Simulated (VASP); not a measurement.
Input:

```
PtB
1.0
    2.78117     0.00000     0.00000
    0.00000     2.78117     0.00000
    0.00000     0.00000     2.78117
Pt B
1 1
Cartesian
  0.00000   0.00000   0.00000
  1.46558   1.39058   1.39058
```

The numbers are results of PBEsol GGA, VASP's PBE PAW potentials (set 64) (plane waves; VASP), not measurements. Settings: 600 eV cut-off, 12×12×12 Γ-centred mesh, first-order Methfessel-Paxton smearing of 0.10 eV, potentials Pt B.

**Question.** Which forces act on the atoms, in eV/Å?

**Answer.** 
```csv
atom,Fx,Fy,Fz
Pt1,-0.107,0.000,0.000
B2,0.107,0.000,0.000
```

**Question.** Give the stress tensor in GPa (positive for a compressed cell).

**Answer.** 
```
0.29  0.00  0.00
0.00  0.55  0.00
0.00  0.00  0.55
```
The pressure is its mean diagonal, 0.46 GPa.

The structure was generated: BPt was put into the CsCl type (Pm-3m), which need not be its known phase. This cell was strained or had an atom moved on purpose. The electron count is odd and the run is not spin-polarised, which forces a metal.
